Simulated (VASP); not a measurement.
# CsCaH3: single point with LDA

CsCaH3:

```
Cs Ca H
1.0
     5.33477    0.00000    0.00000
     0.00000    5.33477    0.00000
     0.00000    0.00000    3.46760
Cs Ca H
1 1 3
Cartesian
  0.0000 0.0000 0.0000
  2.6674 2.6674 1.7338
  2.6674 0.0000 1.7338
  0.0000 2.6674 1.7338
  2.6674 2.6674 0.0000
```

The cell comes from a database or a generator and needn't be the stable form of this composition.

* Program: VASP 6.6.1
* Task: single point
* Functional: LDA
* Potentials or basis: VASP PAW LDA potentials, release 64 (Cs_sv, Ca_sv, H)
* Cutoff: 520 eV
* k mesh: 6 × 6 × 6
* Occupations: gaussian, width 0.05 eV
* Spin: no spin polarisation
* Dipole correction: no
* Further INCAR settings: ALGO = Normal; EDIFF = 1e-06; NBANDS = 19

| Quantity | Value |
| --- | --- |
| Pressure | 3.7 GPa |
| Band gap on the k mesh | 2.20 eV, direct |

Stress tensor (GPa, compression positive):
```
-5.55  0.00  0.00
 0.00 -5.55  0.00
 0.00  0.00 22.27
```

Levels at points of the mesh, in eV from the valence-band top:
```csv
k point,band 7,band 8,band 9,band 10,band 11,band 12,band 13,band 14,band 15,band 16
"(0.00, 0.00, 0.00)",-7.99,-6.66,-3.79,-1.69,-1.44,3.61,4.14,4.96,4.96,6.02
"(0.50, 0.00, 0.00)",-7.99,-6.65,-3.29,-1.66,-0.83,3.41,3.84,3.99,4.47,5.42
"(0.50, 0.50, 0.00)",-8.18,-6.65,-3.37,-0.61,-0.61,2.33,2.62,4.65,4.75,5.83
"(0.00, 0.00, 0.50)",-7.55,-7.55,-0.84,-0.34,-0.29,3.45,3.45,3.50,3.50,4.66
"(0.50, 0.00, 0.50)",-7.64,-7.53,-1.30,-0.13,0.00,2.20,2.99,3.02,4.53,6.58
"(0.50, 0.50, 0.50)",-7.64,-7.64,-0.86,-0.86,-0.13,3.06,3.06,4.06,4.66,5.23
```

It took 63 s on 1 thread of Intel(R) Xeon(R) Platinum 8559C (Emerald Rapids), on a shared host, peak memory 0.22 GiB.

Caveat: spin-orbit coupling is left out, which moves the levels of the heavy elements. A hybrid or GW would open this gap; LDA tends to underestimate it.
